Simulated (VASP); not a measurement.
Data:

```
Er
1.0
    1.76705    -3.06062     0.00000
    1.76705     3.06062     0.00000
    0.00000     0.00000     5.45267
Er
2
Direct
  0.33333   0.66667   0.25000
  0.66667   0.33333   0.75000
```

All values below come from revTPSS meta-GGA, VASP's PBE PAW potentials (set 64) (plane waves; VASP). Settings: 520 eV cut-off, 13×13×8 Γ-centred mesh, tetrahedra with Blöchl corrections, potentials Er_3.

The 4f electrons are frozen in the core of the lanthanide potential, so 4f levels, which can set the real gap, and their magnetism are missing.

Give the energies of bands 7 to 12 at the high-symmetry points, in eV from the Fermi level.

```tsv
band	Γ	M	K	A	L	H
7	-5.53	-2.09	-0.89	-3.83	-2.03	-0.58
8	-2.26	-1.45	-0.83	-3.83	-2.03	-0.58
9	1.22	-0.94	-0.83	1.18	0.12	-0.46
10	2.01	-0.12	-0.53	1.18	0.12	-0.46
11	2.01	1.63	1.31	1.89	1.60	0.54
12	2.56	1.74	1.31	1.89	1.60	0.54
```

It has no gap at this level: it comes out as a metal or semimetal.

The compound is Er in the hcp structure. It was relaxed first.
